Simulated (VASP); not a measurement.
Input of a VASP 6.6.1 run:

INCAR

```
SYSTEM = TiB2
ALGO = Fast
EDIFF = 1E-7
ENCUT = 900
GGA = PS
ISIF = 2
ISMEAR = 0
LASPH = .True.
LCHARG = .False.
LREAL = .False.
LWAVE = .False.
NELM = 80
PREC = Accurate
SIGMA = 0.1
```

File KPOINTS:

```
k-points
0
Gamma
  15 15 14
  0 0 0
```

POSCAR

```
TiB2
1.0
    3.0188200000      0.0000000000      0.0000000000
   -1.5094100000      2.6143700000      0.0000000000
    0.0000000000      0.0000000000      3.1854700000
Ti B
1 2
Direct
    0.0000000000      1.0000000000      0.0000000000
    0.3333300000      0.6666700000      0.5000000000
    0.6666700000      0.3333300000      0.5000000000
```

Potentials or basis: VASP PAW PBE potentials, release 64 (Ti_sv, B_h).

The run is started by

```console
$ cat potpaw_PBE.64/Ti_sv/POTCAR potpaw_PBE.64/B_h/POTCAR > POTCAR
$ mpirun -np 1 vasp_std > vasp.out
```

Problem. Estimate the pressure.

Solution. -0.1 GPa.

Problem. What does it give for the band gap on the k mesh?

Solution. None (metal or under the smearing width).

Stress tensor (GPa, compression positive):
```
-0.16  0.00  0.00
 0.00 -0.16  0.00
 0.00  0.00 -0.05
```

Caveat: the PAW data sets were made with another functional, which shifts forces and pressure a little.
